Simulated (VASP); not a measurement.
An input for Quantum ESPRESSO's pw.x (written as the equivalent of a VASP run, and not itself run):

```
&CONTROL
  calculation = 'scf'
  pseudo_dir = './pseudo'
  outdir = './out'
  tprnfor = .true.
  tstress = .true.
/
&SYSTEM
  ibrav = 0
  nat = 3
  ntyp = 2
  ecutwfc = 84
  occupations = 'smearing'
  smearing = 'gaussian'
  degauss = 0.003675
  input_dft = 'pbe'
/
&ELECTRONS
  conv_thr = 7.3e-09
  electron_maxstep = 100
/
ATOMIC_SPECIES
  Ba 137.327 Ba.upf
  F 18.998 F.upf
CELL_PARAMETERS angstrom
     0.0000000    3.1124564    3.1124564
     3.1124564    0.0000000    3.1124564
     3.1124564    3.1124564    0.0000000
ATOMIC_POSITIONS crystal
  Ba   0.0000000  0.0000000  0.0000000
  F    0.2500000  0.2500000  0.2500000
  F    0.7500000  0.7500000  0.7500000
K_POINTS automatic
  6 6 6 0 0 0
```

### Question
Write the VASP files for the same calculation (PBE).

### Answer
One answer among several that fit: 
INCAR:
```
SYSTEM = BaF2
PREC = Accurate; ENCUT = 520; LREAL = .FALSE.
LASPH = .TRUE.
EDIFF = 1E-7; NELM = 100; ALGO = Normal
LMAXMIX = 4
ISMEAR = 0; SIGMA = 0.05
GGA = PE
ISIF = 2
LWAVE = .FALSE.; LCHARG = .FALSE.
```

KPOINTS:
```
Automatic mesh
0
gamma
  6 6 6
```

### POSCAR
```
BaF2
6.2249130
  0.0000000000   0.4999999886   0.4999999886
  0.4999999886   0.0000000000   0.4999999886
  0.4999999886   0.4999999886   0.0000000000
Ba F
1 2
Cartesian
  0.0000000000   0.0000000000   0.0000000000
  0.2499999943   0.2499999943   0.2499999943
  0.7499999828   0.7499999828   0.7499999828
```

POTCAR, in this order: Ba_sv F (PBE.64 set). Program: vasp_std.

What does not carry over: the potentials are each code's own (VASP's PAW set, PseudoDojo norm-conserving files in pw.x), so ENCUT and ecutwfc are chosen apart and not converted; conv_thr bounds pw.x's estimated SCF error, while EDIFF bounds the energy change between steps.

The compound is BaF2 in the fluorite structure. This cell is one point of a volume scan, at 0.97 of the reference volume.
